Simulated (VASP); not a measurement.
# C (Diamond): time-dependent DFT spectra, part 3 of 5

Which functionals bind an exciton in C (Diamond)? The cell has space group Fd-3m. The start is a cell from a database of measured crystal structures.

VASP 6.6.1, plane waves and PAW; the level of theory is named at each step.

So far, lowest excitation (eV): step 4 (casida equation on LDA, time-dependent LDA, Casida form) 5.53; step 5 (random-phase approximation on LDA, RPA spectrum on LDA) 5.53.

## (7) Ground state at HSE06

This step: HSE06; plane waves and PAW (C) (VASP 6.6.1).

Many-body steps start from the orbitals of a self-consistent run, here HSE06. A small SIGMA keeps every occupation at zero or full.

File INCAR:

```
SYSTEM = C
PREC = Accurate
ENCUT = 420
EDIFF = 1E-08
NELM = 100
ISMEAR = 0
SIGMA = 0.01
LREAL = .FALSE.
ALGO = Normal
LHFCALC = .TRUE.
AEXX = 0.25
GGA = PE
HFSCREEN = 0.2
LASPH = .TRUE.
NBANDS = 10
PRECFOCK = Fast
LORBIT = 11
LWAVE = .TRUE.
LCHARG = .FALSE.
KPAR = 8
```

File POSCAR:

```
C
1.0
    0.0000000000      1.7833700000      1.7833700000
    1.7833700000      0.0000000000      1.7833700000
    1.7833700000      1.7833700000      0.0000000000
C
2
Direct
    0.7500000000      0.7500000000      0.7500000000
    0.5000000000      0.5000000000      0.5000000000
```

File KPOINTS:

```
Automatic mesh
0
Gamma
8 8 8
0 0 0
```

PAW data sets: C (PBE family, release 64).

The WAVECAR or CHGCAR of an earlier step is read.

The run is started by

```sh
$ mpirun -np 8 vasp_std
```

The log of the run:

```text
[banner, memory and clock lines left out]
running    8 mpi-ranks, on    1 nodes
 distrk:  each k-point on    1 cores,    8 groups
 distr:  one band on    1 cores,    1 groups

 POSCAR found type information on POSCAR C
 POSCAR found :  1 types and       2 ions
 [... a notice as in an earlier step ...]

 LDA part: xc-table for (Slater+PW92), standard interpolation
 found WAVECAR, reading the header
 POSCAR, INCAR and KPOINTS ok, starting setup
 FFT: planning ... GRIDC
 FFT: planning ... GRID_SOFT
 FFT: planning ... GRID
 reading WAVECAR
 the WAVECAR file was read successfully
 initial charge from wavefunction
 entering main loop
       N       E                     dE             d eps       ncg     rms          rms(c)
DAV:   1    -0.210950169765E+02   -0.21095E+02   -0.62171E-01   596   0.706E+00    0.102E+00
DAV:   2    -0.210976697369E+02   -0.26528E-02   -0.58727E-03   626   0.607E-01    0.653E-01
DAV:   3    -0.210969879643E+02    0.68177E-03   -0.30194E-04   612   0.151E-01    0.364E-01
DAV:   4    -0.210967628217E+02    0.22514E-03   -0.78192E-05   602   0.830E-02    0.202E-01
DAV:   5    -0.210966933423E+02    0.69479E-04   -0.21624E-05   626   0.445E-02    0.114E-01
DAV:   6    -0.210966708862E+02    0.22456E-04   -0.69719E-06   636   0.258E-02    0.632E-02
DAV:   7    -0.210966645504E+02    0.63359E-05   -0.20947E-06   676   0.143E-02    0.357E-02
DAV:   8    -0.210966627640E+02    0.17863E-05   -0.70690E-07   646   0.832E-03    0.202E-02
DAV:   9    -0.210966623416E+02    0.42239E-06   -0.24813E-07   652   0.493E-03    0.115E-02
DAV:  10    -0.210966623178E+02    0.23840E-07   -0.87505E-08   660   0.292E-03    0.661E-03
DAV:  11    -0.210966623494E+02   -0.31641E-07   -0.32654E-08   612   0.178E-03    0.378E-03
DAV:  12    -0.210966624004E+02   -0.50922E-07   -0.11588E-08   394   0.106E-03    0.220E-03
DAV:  13    -0.210966624430E+02   -0.42680E-07   -0.45994E-09   290   0.689E-04    0.130E-03
DAV:  14    -0.210966624780E+02   -0.35004E-07   -0.16677E-09   298   0.417E-04    0.775E-04
DAV:  15    -0.210966624978E+02   -0.19714E-07   -0.63673E-10   290   0.258E-04    0.464E-04
DAV:  16    -0.210966625102E+02   -0.12465E-07   -0.24929E-10   290   0.161E-04    0.279E-04
DAV:  17    -0.210966625179E+02   -0.76434E-08   -0.98679E-11   290   0.102E-04
   1 F= -.21096663E+02 E0= -.21096663E+02  d E =-.154971E-97
 writing wavefunctions
```

Wall time 85 s (8 MPI ranks of Intel Xeon Platinum 8488C (Sapphire Rapids), shared host); peak memory 1.6 GiB.

Parts of OUTCAR (step 7):

```text
   k-points           NKPTS =     29   k-points in BZ     NKDIM =    512   number of bands    NBANDS=     10

   NELECT =       8.0000    total number of electrons

  exchange ACFDT corr.  =         0.00000000  see jH, gK, PRB 81, 115126

 E-fermi :   9.2577

 k-point     1 :       0.0000    0.0000    0.0000
  band No.  band energies     occupation
      1     -14.4423      2.00000
      2       9.1111      2.00000
      3       9.1111      2.00000
      4       9.1111      2.00000
      5      16.0949      0.00000
      6      16.0949      0.00000
      7      16.0949      0.00000
      8      24.3827      0.00000
      9      29.9697      0.00000
    ...

 POSITION                                       TOTAL-FORCE (eV/Angst)
 -----------------------------------------------------------------------------------
      2.67505      2.67505      2.67505         0.000000      0.000000      0.000000
      1.78337      1.78337      1.78337        -0.000000     -0.000000     -0.000000
 -----------------------------------------------------------------------------------
    total drift:                                0.000000     -0.000000      0.000000

  FREE ENERGIE OF THE ION-ELECTRON SYSTEM (eV)
  ---------------------------------------------------
  free  energy   TOTEN  =       -21.0966625179 eV

  energy  without entropy=      -21.0966625179  energy(sigma->0) =      -21.09666252

[... 8 parts as in an earlier step ...]

[... 8 further parts left out ...]
```

The PAW data sets were made with PBE, which is usual practice but a small mismatch for other functionals.

Numbers from this step:

```yaml
free_energy_toten: -21.10 eV
fermi_energy: 9.258 eV
gap_on_the_k_mesh: 5.291 eV
least_direct_gap_on_the_k_mesh: 6.984 eV
```

## (8) Empty bands, functional HSE06

ALGO = Exact diagonalises the converged Hamiltonian in one step, and LOPTICS writes the k-derivatives of the orbitals (WAVEDER), which give the transition dipoles.

File INCAR:

```
SYSTEM = C
PREC = Accurate
ENCUT = 420
ISMEAR = 0
SIGMA = 0.01
LREAL = .FALSE.
LHFCALC = .TRUE.
AEXX = 0.25
GGA = PE
HFSCREEN = 0.2
LASPH = .TRUE.
NBANDS = 24
PRECFOCK = Fast
ALGO = Exact
NELM = 1
LWAVE = .TRUE.
LCHARG = .FALSE.
LOPTICS = .TRUE.
NEDOS = 1000
CSHIFT = 0.1
```

POSCAR is that of step 7.

KPOINTS is that of step 7.

The WAVECAR or CHGCAR of an earlier step is read.

The run is started by

```sh
$ mpirun -np 8 vasp_std
```

The log of the run:

```text
[banner, memory and clock lines left out]
running    8 mpi-ranks, on    1 nodes
[...]
[... a notice as in an earlier step ...]

 LDA part: xc-table for (Slater+PW92), standard interpolation
 found WAVECAR, reading the header
  number of bands has changed, file:    10 present:    24
  trying to continue reading WAVECAR, but it might fail
 POSCAR, INCAR and KPOINTS ok, starting setup
[...]
reading WAVECAR
 random initialization beyond band           10
 the WAVECAR file was read successfully
 initial charge from wavefunction
 entering main loop
       N       E                     dE             d eps       ncg     rms          rms(c)
DIA:   1    -0.210966625294E+02   -0.21097E+02    0.00000E+00     0   0.000E+00
   1 F= -.21096663E+02 E0= -.21096663E+02  d E =-.127784E-62
 writing wavefunctions
 optical routines
 imaginary and real dielectric function
 recalculating local potential from charge density
 direction            1
 direction            2
 direction            3
```

Elapsed: 5 min, on 8 MPI ranks; peak memory 1.8 GiB; 40 min of CPU time.

OUTCAR, selected parts (step 8):

```text
 POSITION                                       TOTAL-FORCE (eV/Angst)
 -----------------------------------------------------------------------------------
      2.67505      2.67505      2.67505        -0.000000     -0.000000     -0.000000
      1.78337      1.78337      1.78337         0.000000      0.000000      0.000000
 -----------------------------------------------------------------------------------
    total drift:                                0.000000     -0.000000     -0.000000

  FREE ENERGIE OF THE ION-ELECTRON SYSTEM (eV)
  ---------------------------------------------------
  free  energy   TOTEN  =       -21.0966625294 eV

  energy  without entropy=      -21.0966625294  energy(sigma->0) =      -21.09666253

[... 2 parts as in an earlier step ...]

[... 1 further part left out ...]
[key lines of the parts left out:]
E-fermi :   9.2271
```

## (9) Casida equation on HSE06

This step: time-dependent HSE06, Casida form; plane waves and PAW (C) (VASP 6.6.1).

The Casida equation, in the Tamm-Dancoff approximation (ANTIRES = 0), couples the pairs by a local exchange-correlation kernel and by exact exchange, which attracts electron and hole.

File INCAR:

```
SYSTEM = C
PREC = Accurate
ENCUT = 420
ISMEAR = 0
SIGMA = 0.01
LREAL = .FALSE.
LHFCALC = .TRUE.
AEXX = 0.25
GGA = PE
HFSCREEN = 0.2
LASPH = .TRUE.
NBANDS = 24
PRECFOCK = Fast
ALGO = TDHF
NBANDSO = 4
NBANDSV = 4
OMEGAMAX = 25
NEDOS = 1000
CSHIFT = 0.1
LWAVE = .FALSE.
LCHARG = .FALSE.
ANTIRES = 0
LFXC = .TRUE.
LADDER = .TRUE.
```

POSCAR is that of step 8.

KPOINTS is that of step 8.

The run starts from files that an earlier step left in the folder.

The run is started by

```sh
$ mpirun -np 8 vasp_std
```

The log of the run:

```text
[banner, memory and clock lines left out]
 LDA part: xc-table for (Slater+PW92), standard interpolation
 found WAVECAR, reading the header
 POSCAR, INCAR and KPOINTS ok, starting setup
 FFT: planning ... GRIDC
 FFT: planning ... GRID_SOFT
 FFT: planning ... GRID
 reading WAVECAR
 the WAVECAR file was read successfully
 initial charge from wavefunction
 available memory per node:     28.45 GB, setting MAXMEM to     29136

 The Fermi energy was updated, please check that it is located mid-gap
 values below the HOMO (VB) or above the LUMO (CB) will cause erroneous energies
 E-fermi :  11.7567

 the WAVEDER file was read successfully
 responsefunction array rank=     128
 LDA part: xc-table for (Slater+PW92), standard interpolation

 Doing            0  frequencies on each core in blocks of            0
 parallelization over k-points
 Using distributed matrix
 Using distributed eigensolver
 allocating two-electron 4 orbital integral table    4    4    4    4
 BSE setting up matrix
 available memory per node:     28.12 GB, setting MAXMEM to     28799
 Calculate matrix elements of the BSE Hamiltonian:
 Workload is divided into blocks of two-electron 4 orbital integrals computed in
  parallel.
 Each block/integral has dimensions  of (   4,   4,   4,   4) orbitals
 Total number of blocks/integrals:               131328
 Number of spins:                                     1
 Number of kpoints:                                 512
 Spin channel:                                        1
  Number of blocks of unoccupied bands:               1
  Number of blocks of occupied bands:                 1
 Number of rows/columns of blocks:                  512

                                                        Time (sec)
               Integrals                 Ranks       Real         CPU
  [         1 -       4096/    131328]     8         1.21        0.00
  [      4097 -       8192/    131328]     8         2.51        0.00
  [      8193 -      12288/    131328]     8         3.71        0.00
  [     12289 -      16384/    131328]     8         4.98        0.00
  [     16385 -      20480/    131328]     8         6.16        0.00
  [     20481 -      24576/    131328]     8         7.42        0.00
  [     24577 -      28672/    131328]     8         8.70        0.00
  [     28673 -      32768/    131328]     8         9.84        0.00
  [     32769 -      36864/    131328]     8        11.09        0.00
  [     36865 -      40960/    131328]     8        12.34        0.00
  [     40961 -      45056/    131328]     8        13.52        0.00
  [     45057 -      49152/    131328]     8        14.84        0.00
  [     49153 -      53248/    131328]     8        16.08        0.00
  [     53249 -      57344/    131328]     8        17.25        0.00
  [     57345 -      61440/    131328]     8        18.47        0.00
  [     61441 -      65536/    131328]     8        19.70        0.00
  [     65537 -      69632/    131328]     8        20.88        0.00
  [     69633 -      73728/    131328]     8        22.14        0.00
  [     73729 -      77824/    131328]     8        23.33        0.00
  [     77825 -      81920/    131328]     8        24.58        0.00
  [     81921 -      86016/    131328]     8        25.79        0.00
  [     86017 -      90112/    131328]     8        26.98        0.00
  [     90113 -      94208/    131328]     8        28.26        0.00
  [     94209 -      98304/    131328]     8        29.40        0.00
  [     98305 -     102400/    131328]     8        30.63        0.00
  [    102401 -     106496/    131328]     8        31.97        0.00
  [    106497 -     110592/    131328]     8        33.15        0.00
  [    110593 -     114688/    131328]     8        34.43        0.00
  [    114689 -     118784/    131328]     8        35.78        0.00
  [    118785 -     122880/    131328]     8        36.90        0.00
  [    122881 -     126976/    131328]     8        38.13        0.00
  [    126977 -     131072/    131328]     8        39.40        0.00
  [    131073 -     131328/    131328]     8        39.54        0.00

[... 5 parts as in an earlier step ...]
```

The job ended after 86 s (8 MPI ranks; peak memory 3.5 GiB).

From OUTCAR (step 9):

```text
   NELECT =       8.0000    total number of electrons

 E-fermi :  11.7567

[... 9 parts as in an earlier step ...]

[... 1 further part left out ...]
```

Numbers from this step:

* lowest excitation: 6.928 eV
* direct gap less the lowest excitation: 0.05540 eV

The imaginary dielectric function, xx has structure finer than the step of the table below, so its rows give means over 1 eV, whole bins alone (the curve runs from 0 to 25 eV). Peaks (eV: height): 8.3: 13.8, 10.1: 14.4, 11.5: 23.9, 12.1: 35.0, 12.4: 30.0, 13.8: 7.19, 15.5: 11.4.

From 4 filled and 4 empty bands alone, without any pair above OMEGAMAX = 25 eV, so strength is missing wherever others contribute; lines are broadened by CSHIFT, which also makes the tail under the first line. Table of imaginary dielectric function, xx by photon energy; means over each step:

| photon energy (eV) | imaginary dielectric function, xx |
| --- | --- |
| 1 | 0.00733 |
| 2 | 0.0156 |
| 3 | 0.0262 |
| 4 | 0.0421 |
| 5 | 0.0713 |
| 6 | 0.177 |
| 7 | 1.57 |
| 8 | 4.72 |
| 9 | 4.39 |
| 10 | 7.09 |
| 11 | 11.0 |
| 12 | 21.4 |
| 13 | 6.57 |
| 14 | 4.09 |
| 15 | 6.83 |
| 16 | 5.89 |
| 17 | 1.34 |
| 18 | 1.13 |
| 19 | 1.11 |
| 20 | 1.03 |
| 21 | 1.01 |
| 22 | 0.828 |
| 23 | 0.310 |
| 24 | 0.412 |

Some of the lowest 40 states alone, with states under 2.5 meV apart joined, scaled to the strongest line shown. Exciton lines, with heights relative to the strongest:

| position (eV) | lines merged | oscillator strength |
| --- | --- | --- |
| 6.929 | 6 | 37 |
| 6.933 | 2 | 0.0 |
| 6.947 | 1 | 0.0 |
| 7.936 | 2 | 0.0 |
| 7.949 | 3 | 0.0 |
| 7.962 | 1 | 0.0 |
| 8.281 | 3 | 100 |
| 8.287 | 3 | 0.0 |
| 8.313 | 6 | 0.0 |
| 8.506 | 3 | 55 |

The lowest excitation lies at 6.928 eV, -55 meV against the direct gap of these orbitals. No second mesh in this session tests these energies, peaks and heights, and most of the distance from the gap can be the mesh's own exchange term.

## (10) Random-phase approximation on HSE06

This step: RPA spectrum on HSE06; plane waves and PAW (C) (VASP 6.6.1).

With the exchange-correlation kernel off, only the local fields remain: the random-phase approximation.

INCAR: that of step 9 with these lines changed.

```diff
@@ -22,3 +22,3 @@
 ANTIRES = 0
-LFXC = .TRUE.
-LADDER = .TRUE.
+LFXC = .FALSE.
+LADDER = .FALSE.
```

POSCAR is that of step 9.

KPOINTS is that of step 9.

The run is started by

```sh
$ mpirun -np 8 vasp_std
```

The log of the run:

```text
[banner, memory and clock lines left out]
 LDA part: xc-table for (Slater+PW92), standard interpolation
 found WAVECAR, reading the header
 POSCAR, INCAR and KPOINTS ok, starting setup
 FFT: planning ... GRIDC
 FFT: planning ... GRID_SOFT
 FFT: planning ... GRID
 reading WAVECAR
 the WAVECAR file was read successfully
 initial charge from wavefunction
 available memory per node:     28.34 GB, setting MAXMEM to     29018

 Doing            0  frequencies on each core in blocks of            0
 parallelization over k-points
 Using distributed matrix
 Using distributed eigensolver
 allocating two-electron 4 orbital integral table    4    4    4    4
 BSE setting up matrix
 available memory per node:     28.12 GB, setting MAXMEM to     28792
 Calculate matrix elements of the BSE Hamiltonian:
 Workload is divided into blocks of two-electron 4 orbital integrals computed in
  parallel.
 Each block/integral has dimensions  of (   4,   4,   4,   4) orbitals
 Total number of blocks/integrals:               131328
 Number of spins:                                     1
 Number of kpoints:                                 512
 Spin channel:                                        1
  Number of blocks of unoccupied bands:               1
  Number of blocks of occupied bands:                 1
 Number of rows/columns of blocks:                  512

                                                        Time (sec)
               Integrals                 Ranks       Real         CPU
  [         1 -       4096/    131328]     8         0.83        0.00
  [      4097 -       8192/    131328]     8         1.69        0.00
  [      8193 -      12288/    131328]     8         2.52        0.00
  [     12289 -      16384/    131328]     8         3.36        0.00
  [     16385 -      20480/    131328]     8         4.19        0.00
  [     20481 -      24576/    131328]     8         5.01        0.00
  [     24577 -      28672/    131328]     8         5.81        0.00
  [     28673 -      32768/    131328]     8         6.61        0.00
  [     32769 -      36864/    131328]     8         7.42        0.00
  [     36865 -      40960/    131328]     8         8.22        0.00
  [     40961 -      45056/    131328]     8         9.03        0.00
  [     45057 -      49152/    131328]     8         9.82        0.00
  [     49153 -      53248/    131328]     8        10.61        0.00
  [     53249 -      57344/    131328]     8        11.40        0.00
  [     57345 -      61440/    131328]     8        12.19        0.00
  [     61441 -      65536/    131328]     8        13.00        0.00
  [     65537 -      69632/    131328]     8        13.82        0.00
  [     69633 -      73728/    131328]     8        14.61        0.00
  [     73729 -      77824/    131328]     8        15.41        0.00
  [     77825 -      81920/    131328]     8        16.21        0.00
  [     81921 -      86016/    131328]     8        17.02        0.00
  [     86017 -      90112/    131328]     8        17.82        0.00
  [     90113 -      94208/    131328]     8        18.64        0.00
  [     94209 -      98304/    131328]     8        19.45        0.00
  [     98305 -     102400/    131328]     8        20.21        0.00
  [    102401 -     106496/    131328]     8        20.99        0.00
  [    106497 -     110592/    131328]     8        21.76        0.00
  [    110593 -     114688/    131328]     8        22.52        0.00
  [    114689 -     118784/    131328]     8        23.26        0.00
  [    118785 -     122880/    131328]     8        24.01        0.00
  [    122881 -     126976/    131328]     8        24.76        0.00
  [    126977 -     131072/    131328]     8        25.51        0.00
  [    131073 -     131328/    131328]     8        25.60        0.00

[... 7 parts as in an earlier step ...]
```

The job ended after 70 s (8 MPI ranks; peak memory 3.6 GiB).

OUTCAR, selected parts (step 10):

```text
   NELECT =       8.0000    total number of electrons

 E-fermi :  11.7567

[... 9 parts as in an earlier step ...]

[... 1 further part left out ...]
```

This step gave:

```
lowest excitation : 6.985 eV
```

The imaginary dielectric function, xx has structure finer than the step of the table below, so its rows give means over 1 eV, whole bins alone (the curve runs from 0 to 25 eV). Peaks (eV: height): 10.3: 7.18, 11.8: 10.3, 12.3: 13.1, 12.8: 31.2, 14.0: 8.46, 15.8: 15.0, 16.3: 15.7.

From 4 filled and 4 empty bands alone, without any pair above OMEGAMAX = 25 eV, so strength is missing wherever others contribute; lines are broadened by CSHIFT, which also makes the tail under the first line. Table of imaginary dielectric function, xx by photon energy; means over each step:

photon energy (eV), imaginary dielectric function, xx and a bar:
```
        1        0.0 
        2        0.0 
        3        0.0 
        4        0.0 
        5        0.0 
        6        0.1 
        7        0.9 #
        8        1.5 ###
        9        3.5 ######
       10        3.0 #####
       11        4.3 #######
       12        8.1 ##############
       13       17.2 ##############################
       14        5.4 #########
       15        5.3 #########
       16       12.3 #####################
       17        6.1 ###########
       18        2.4 ####
       19        2.1 ####
       20        1.8 ###
       21        2.1 ####
       22        2.2 ####
       23        1.0 ##
       24        1.2 ##
```

The lowest excitation lies at 6.985 eV, +1 meV against the direct gap of these orbitals. Peak heights aren't converged with the mesh, least of all at the onset.

(Part 3 of 5 ends here.)

[Lines on the potential files, build, host, timing and source positions are cut from VASP's logs without a mark.]

[Logs are printed without paths, hosts, clocks, repeated set-up lines and the standing remarks that a program may print on its own settings, such as how far it seeks lower states.]

[Hosts, paths, dates, database ids (printed as entryN), source tags and the programs' standing remarks are cut or masked in the printed files.]

[Pressures printed for these runs are not shown converged in the cutoff: they can be off by several GPa and have the wrong sign.]
